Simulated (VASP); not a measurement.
Data:

```
PbO
1.0
    3.96873     0.00000     0.00000
    0.00000     3.98734     0.00000
    0.00000     0.00000     5.04224
Pb O
2 2
Direct
  0.50000   0.00000   0.76500
  0.00000   0.50000   0.23500
  0.50000   0.50000   0.00000
  0.01020   0.00000   0.00000
```

These are PBE GGA, VASP's PBE PAW potentials (set 64) (plane waves; VASP) values and carry that method's errors. Settings: 520 eV cut-off, 5×5×4 Γ-centred mesh, Fermi-Dirac smearing of 0.050 eV, potentials Pb_d O.

Question: Predict the energy per atom (σ→0), pressure, largest force.

Answer: 
| Quantity | Value |
|---|---|
| energy per atom (σ→0) | -5.354 eV/atom |
| pressure | 4.51 GPa |
| largest force | 0.01753 Ry/bohr |

Only differences to runs with the same potentials and settings are physical.

The compound is PbO in the litharge structure. The cell was not relaxed at this level. The run is one of a series of settings (ISMEAR = -1 against the base run), some of them coarse on purpose.
